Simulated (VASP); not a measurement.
Energy against volume of MgS (rock salt). Method: PBE0 hybrid, VASP's PBE PAW potentials (set 64) (plane waves; VASP 6.6.1). Settings: 520 eV cut-off, 6×6×6 Γ-centred mesh, Gaussian smearing of 0.050 eV, potentials Mg S.

| V (Å³/atom) | E (eV/atom) |
|---|---|
| 16.739 | -5.21285 |
| 17.274 | -5.22038 |
| 17.808 | -5.21915 |
| 18.342 | -5.21045 |

Problem. Fit these four points and predict the energy of the run at 16.205 Å³/atom.

Solution. A cubic in V^(−2/3), the third-order Birch-Murnaghan form, passes through the four points with V0 = 17.46 Å³/atom and B0 = 81 GPa, and gives -5.1951 eV/atom there. The run gave -5.1951 eV/atom, +0.0 meV/atom from the fit; all five points give B0 = 81 GPa.

The compound is MgS in the rock salt structure. It was relaxed first. The cell's shape comes from a PBE relaxation.
